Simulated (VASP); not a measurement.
```
CELL_PARAMETERS angstrom
      0.00000     2.91502     2.91502
      2.91502     0.00000     2.91502
      2.91502     2.91502     0.00000
ATOMIC_POSITIONS crystal
  In 0.00000 0.00000 0.00000
  P  0.25000 0.25000 0.25000
```

Calculation: PBE GGA with D4 dispersion, VASP's PBE PAW potentials (set 64) (plane waves; VASP). Settings: 520 eV cut-off, 8×8×8 Γ-centred mesh, Gaussian smearing of 0.050 eV, potentials In_d P.

**Question.** The job: InP (zinc blende), 2 atoms, PBE-D4, static run, 520 eV, 8×8×8 Γ-centred mesh. Roughly how much core time does it take on a busy server core?

**Answer.** About 10 core-seconds (one run on a shared machine, a rough figure). It had 29 irreducible k-points, 13 bands, up to 1363 plane waves and 16 electronic steps.

The compound is InP in the zinc blende structure. This cell is one point of a volume scan, at 0.97 of the reference volume.
